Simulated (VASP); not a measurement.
**GaN: stress against strain**

GaN (wurtzite, P6_3mc, 11.756 Å³/atom and stress up to 0.19 GPa in the relaxed cell, c along z) under a strain ε along c (axis z), the other axes held. PBE in VASP (plane waves, PAW), 600 eV, 12×12×6 Γ-centred mesh, Gaussian smearing 0.05 eV; ions are relaxed, or left where forces stay under 0.02 eV/Å, within the symmetry of each cell. Stress is positive for a compressed cell.

Here s stands for strain and y for stress zz.

| strain (%) | stress zz (GPa) |
|---|---|
| -3.00 | ? |
| -1.50 | 5.64 |
| -1.00 | 3.79 |
| -0.50 | 1.96 |
| 0.00 | 0.19 |
| 0.50 | -1.59 |
| 1.00 | -3.34 |
| 1.50 | -5.03 |

Question: Fit y against s with a straight line, and predict the withheld value at s = -3.00.

Answer: Means: s 0, y 0.231. About the means, the sum of products is -24.910 and the sum of squares of s is 7.0000; the slope is their ratio. Least squares gives y = 0.231 - 3.5586·s. Residuals (row less fit): 0.071, 0.000, -0.050, -0.041, -0.042, -0.012, 0.077; standard error 0.058 (degrees of freedom: 5). The slope gives the elastic constant C33 = 356 ± 2 GPa (± standard error of the fit, which holds the terms cut off). At the withheld row, y = 0.231 - 3.5586 × (-3.0) = 10.907 GPa. The calculation gives 11.30 GPa, 0.393 GPa above the prediction (2.4 % of the range of y in the table). The row lies outside the fitted rows, so this is an extrapolation. From the scatter of the fitted rows alone, a prediction at this place has a standard error of 0.091 GPa, so the miss is 4.3 times that.

A polynomial of degree 2 through the 12 other runs of the series gives 11.36 there, so most of the miss is curvature that the fit leaves out. Rows are the converged runs of the series near zero and its far end; series whose fitted rows scatter by over a few per cent of the range, as at a crossing or softening among them, aren't shown in this form, nor equations of state whose B0' disagrees with the runs' pressures. Most that stay on the fit to the last digits aren't either.
